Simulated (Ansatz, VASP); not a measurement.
# Ti (Titanium): VASP beside Ansatz, part 2 of 2

Wanted: the spread between two codes on one cell, functional and k mesh. The cell is taken from a series of runs on this material, whose earlier steps may have relaxed, scaled, displaced or heated it; both programs get it as it stands.

VASP 6.6.1 and Ansatz 0.2.0.

So far: The structure; VASP: zone-centre phonons, LDA.

## (3) Ansatz: zone-centre phonons, LDA

Level of this step: Ansatz beside VASP: Kohn-Sham DFT, plane waves, LDA (Ansatz).

Ansatz runs on its PAW soft_1 files.

The same cell, functional (in two slightly different forms), mesh and smearing now go to Ansatz, which takes its cutoff from its data sets.

input.yaml

```yaml
crystal:
  lattice:
    - [2.8232287471, 0.0, 0.0]
    - [-1.4116143735, 2.4449878157, 0.0]
    - [0.0, 0.0, 4.4779474809]
  atoms:
    - { symbol: Ti, position: [0.3333333333, 0.6666666667, 0.25] }
    - { symbol: Ti, position: [0.6666666667, 0.3333333333, 0.75] }
kpoints:
  mp_grid: { grid: [18, 18, 12] }
hamiltonian:
  xc: lda
  pseudopotentials: { kind: paw, azcp: { folder: soft_1 }, xc_functional: pbe }
scf:
  occupations: { method: methfessel_paxton, width: 0.2 }
output:
  eigenvalues: true
phonons:
  method: dfpt
```

Run with:

```sh
$ ansatz run input.yaml --threads 4 --pin off --max-ram 10240MiB --backend cpu --events-out ev --progress --plain --runs-dir out
```

Numbers of over 12 decimals in the logs are rounded to 6 here.

What it wrote:

```text
zone centre: on kpoints.mp_grid the ground state, and the responses unless they are solved on pairs of k-points, stand on 637 of the mesh's 3888 k-points, reduced under 4 symmetry operations, with k and −k counted as one. Each operation leaves every solved displacement unchanged or reverses it
Engine: ansatz 0.2.0, x86_64-unknown-linux-gnu
Pseudopotentials: kind: paw
Pseudopotential: Ti, paw, valence charge 12, recommended cutoff 420 eV (normal), soft_1/Ti.paw.azcp
Functional definition: SPW92
  exchange = slater_x
  correlation = pw_c
Crystal: 2 atoms, lattice volume = 30.910 Å³
Basis set: ecut = 420 eV, 603 PW (Γ), exchange–correlation on 40×40×60 points (8 copies of the dense FFT grid, shifted against one another)
Bands: 16, of which v1, the nominal top of the filled ones, is band 12 counted from 1 (11 counted from 0)
Symmetry: 24 space group operations
k-points: 637 of 3888 (irreducible under 4 space group operations, time reversal used)
Non-local potential: Ti, projectors of the file, l = 0: 3, l = 1: 2, l = 2: 3, l = 3: 1
PAW form: soft (Blöchl's): semilocal exchange-correlation on the pseudo side does not see the compensation charge
PAW frozen core: Ti, regenerated for the run's functional, and the local potential with it (the file was generated under x = pbe(κ = 0.804, μ = 0.219515), c = pbe(β = 0.066725))
PAW one-centre angular grid: Ti, 590 points (default); XC on 64 Gauss nodes
Initial density: superposition of atomic densities (chi_scale 0.1, normalization cell)
Initial wavefunctions: pseudopotential atomic-orbital guess
Functional: x = slater, c = lda
SCF iter   1: F=—  HF=-4900.987454 eV  |F-HF|=—  |Δ(HF+E_count)|=         —  Δρ=6.12e-2  dr2=1.12e0  ethr=3.10e-3  ⟨swp⟩=4.4  Hψ=90668  notcnv=0
automatic band count: the SCF goes on with 20 bands, as 16 were too few: they end inside the smearing window of the response
preconditioner: auto → none  [metal: Δε(μ)=0.010 eV  Ē_g=4.976 eV  σ=0.200 eV  W_gap=0.04  n_scr=8 (ndim 8)  ℏωp=18.9 eV  f_vac=0.000  D(μ)=1.53/eV (n_scr^D=22)  sad-step TF]
SCF iter   2: F=—  HF=-4900.719365 eV  |F-HF|=—  |Δ(HF+E_count)|=   2.68e-1  S|Δr|=    0.00e0  Δρ=3.43e-2  dr2=3.72e-1  ethr=3.10e-3  ⟨swp⟩=2.0  Hψ=21448  notcnv=0  defer=911
SCF iter   3: F=—  HF=-4900.593854 eV  |F-HF|=—  |Δ(HF+E_count)|=   1.26e-1  S|Δr|=    0.00e0  Δρ=1.27e-3  dr2=2.97e-4  ethr=1.55e-3  ⟨swp⟩=3.0  Hψ=22818  notcnv=0  defer=911
SCF iter   4: F=—  HF=-4900.593879 eV  |F-HF|=—  |Δ(HF+E_count)|=   2.46e-5  S|Δr|=    0.00e0  Δρ=1.07e-4  dr2=2.37e-6  ethr=1.24e-6  ⟨swp⟩=2.5  Hψ=20058  notcnv=0  defer=894
SCF iter   5: F=—  HF=-4900.593881 eV  |F-HF|=—  |Δ(HF+E_count)|=   2.74e-6  S|Δr|=    0.00e0  Δρ=5.39e-5  dr2=6.07e-7  ethr=9.88e-9  ⟨swp⟩=2.0  Hψ=20340  notcnv=0  defer=894
SCF iter   6: F=—  HF=-4900.593881 eV  |F-HF|=—  |Δ(HF+E_count)|=   1.53e-7  S|Δr|=    0.00e0  Δρ=8.87e-6  dr2=1.24e-8  ethr=2.53e-9  ⟨swp⟩=3.0  Hψ=19521  notcnv=0  defer=894
SCF iter   7: F=—  HF=-4900.593881 eV  |F-HF|=—  |Δ(HF+E_count)|=   5.70e-9  S|Δr|=    0.00e0  Δρ=7.93e-7  dr2=1.01e-10  ethr=5.17e-11  ⟨swp⟩=3.0  Hψ=19861  notcnv=0  defer=894
SCF iter   8: F=-4900.593881 eV  HF=-4900.593881 eV  |F-HF|=1.82e-12  |Δ(HF+E_count)|=  6.55e-11  S|Δr|=    0.00e0  Δρ=2.87e-8  dr2=1.42e-13  ethr=1.00e-12  ⟨swp⟩=8.7  Hψ=50208  notcnv=0
SCF 1 converged in 8 iterations: F = -4900.593881 eV  dr2 = 1.42e-13
  greatest PAW one-centre occupation: 0.998 electrons in one spin orbital (limit 2), on the Ti atom at site 1 (counted from 0), in its partial waves of l = 0
DFPT response loops at Γ: preconditioner auto → Kerker (q_TF=auto, 2.616 Å⁻¹) (partly filled bands, converged f_vac=0.000); β = 1.00, the filter's whole step (`scf.mixing.beta` (0.50) is not read by the response loops under this deck's `scf.mixing.preconditioner`; to damp them name `kerker` or `kerker_dos`, under which they read `scf.mixing.beta`, and type it under 1.00, their step now; both keys bind the ground state too); Broyden in place of MSR1
SCF converged after 8 iterations
Stability not checked: this state was not tested for a lower state beside it, because cold or Methfessel-Paxton smearing, or corrected tetrahedra, fill the levels in a way that the test cannot read (fill_not_monotonic; see scf.lower_state_search)
Free energy (F): -4900.593881 eV
Harris-Foulkes:  -4900.593881 eV  (|F-HF|=1.82e-12)
Internal energy: -4900.596864 eV  (E = F + TS)
E sigma→0 (E₀):  -4900.594627 eV
Entropy (-TS):   0.002983 eV (1.492 meV/atom)
Fermi energy:    14.899552 eV
Step filling:    the computed levels leave a gap of 0.0000 eV = 0.0 smearing widths at the electron count; against every level under it full and every level over it empty, smearing changes F+E_penalty+E_count by +1.118 meV and its σ→0 estimate by +0.373 meV
--- Per-component energies (eV) ---
  E_band       = -270.575935
  E_kinetic    = 568.320809
  E_local      = -1625.421695  (includes V_loc(G=0)·N_el)
  E_nonlocal   = 130.718296
  E_hartree    = 650.156825
  E_xc         = -232.075564
  E_vxc        = -292.463551  (∫ρ·V_xc dr)
  E_paw        = -1989.006556  (= ΣΔE_a)
  E_vpaw       = -352.043308  (= ΣTr[D̂ρ^β])
  E_aug_tail   = -0.000153  (compensation charges beyond the density's cutoff)
  E_ewald      = -2403.940728
  E_core_change = 0.651901  (= ΣΔE_core)
  E_smearing   = 0.002983  (= −TS)
  E_closure    = 0.000000  (closes the sum)
  Σ components = -4900.593881   (vs F -4900.593881, Δ=0.00e0)
--- Band table (eV; the first three rows and the last of 637) ---
  k-point 0: bands = [... 8 lower, 8.5565, 11.9166, 15.6911, 15.6911, 15.8325, 16.1081, 16.2817, 16.2817, ... 4 higher]
  k-point 1: bands = [... 8 lower, 8.6221, 11.9039, 15.6550, 15.6550, 15.7947, 15.9778, 16.2427, 16.2427, ... 4 higher]
  k-point 2: bands = [... 8 lower, 8.8156, 11.8511, 15.5806, 15.5806, 15.6535, 15.6860, 16.1373, 16.1373, ... 4 higher]
  k-point 636: bands = [... 8 lower, 12.6968, 12.6968, 14.2715, 14.2715, 14.8204, 14.8204, 16.6100, 16.6100, ... 4 higher]
--- Phonons (Γ-DFPT): 2 representative perturbations + reference, on 637 of 3888 k-points (Σ response iterations 6) ---
  k mesh reduced under 4 symmetry operations, with k and −k counted as one. Each operation leaves every solved displacement unchanged or reverses it
  ASR residual: 1.510e-5 → 0.000e0 eV/Å²; symmetrization residual: 4.450e-10 eV/Å²
  ASR residual per site (eV/Å²): 1.51e-5 1.51e-5
  Γ frequencies (cm⁻¹): 0.00 0.00 0.00 106.97 106.97 228.08
  non-analytic LO–TO correction: not included (Born effective charges unavailable; polar crystals: no LO–TO splitting at Γ)
```

The column dr2 measures how far the density is from self-consistency, as an energy; F and HF (Harris–Foulkes) agree once it is small.

## (4) Side by side

Known differences besides the potentials themselves: the cutoff is 420 eV in Ansatz and 500 eV in VASP; VASP's log shows a relativistic correction to its local exchange, Ansatz's none. Total energies have different zeros and are not compared.

Compared:

| quantity | Ansatz | VASP | difference |
| --- | --- | --- | --- |
| optical mode 1 to 2 (cm⁻¹) | 107.0 | 107.0 | -0.03 % |
| optical mode 3 (cm⁻¹) | 228.1 | 229.4 | -0.58 % |

Modes are paired by rising frequency, not by their patterns, so a pair may set unlike modes beside each other; they are those without the splitting of longitudinal modes.

## (5) Results

```
r.m.s. difference of the optical zone-centre modes, each program's sorted by frequency (zone-centre phonons, LDA) : 0.77 cm⁻¹
difference in optical mode 3 (zone-centre phonons, LDA)                                                           : -0.6 %
```

What this shows: The r.m.s. difference of the optical zone-centre modes, each program's sorted by frequency is 0.77 cm⁻¹ (zone-centre phonons, LDA). Among the rows given in per cent, the largest difference of the zone-centre phonons, LDA pair is in optical mode 3, -0.6 %. Such differences can come from data sets, numerical settings and the points named under the comparisons, not from the functional's error against experiment.

[Lines on the potential files, build, host, timing and source positions are cut from VASP's logs without a mark.]

[Logs are printed without paths, hosts, clocks, repeated set-up lines and the standing remarks that a program may print on its own settings, such as how far it seeks lower states.]

[Hosts, paths, dates, database ids (printed as entryN), source tags and the programs' standing remarks are cut or masked in the printed files.]
